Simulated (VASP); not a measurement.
A convergence study with VASP on CuCl (zinc blende): one setting is varied, all else stays as given below, so the limit is that of these other settings. ε∞ is the independent-particle value.

```xyz
2
Lattice="0.0000 2.7050 2.7050 2.7050 0.0000 2.7050 2.7050 2.7050 0.0000" Properties=species:S:1:pos:R:3 pbc="T T T"
Cu     0.0000     0.0000     0.0000
Cl     1.3525     1.3525     1.3525
```

These are PBE GGA, VASP's PBE PAW potentials (set 64) (plane waves; VASP) values and carry that method's errors. The tightest run used: 550 eV cut-off, 7×7×7 Γ-centred mesh, Gaussian smearing of 0.050 eV, potentials Cu Cl.

Problem. The settings run are NBANDS = 10; NBANDS = 11; NBANDS = 13; NBANDS = 17; NBANDS = 25; NBANDS = 41; NBANDS = 73; NBANDS = 137. From which on does the mean ε∞ stay within 0.3  of the tightest run?

Solution. From NBANDS = 17 on: it is off by 0.21 there and by no more than 0.3 in any finer run, while NBANDS = 13 is off by 0.50.
```
setting       mean ε∞  bands  difference judged ()
------------  -------  -----  --------------------
NBANDS = 10      4.50     10                  2.10
NBANDS = 11      5.33     11                  1.27
NBANDS = 13      6.09     13                  0.50
NBANDS = 17      6.38     17                  0.21
NBANDS = 25      6.47     25                  0.13
NBANDS = 41      6.51     41                  0.08
NBANDS = 73      6.52     73                  0.07
NBANDS = 137     6.59    137                  0.00
```

Left out are rungs that failed or repeat a setting and relaxations that didn't move; long series are thinned to 24 rows.

The compound is CuCl in the zinc blende structure. The cell was not relaxed at this level.
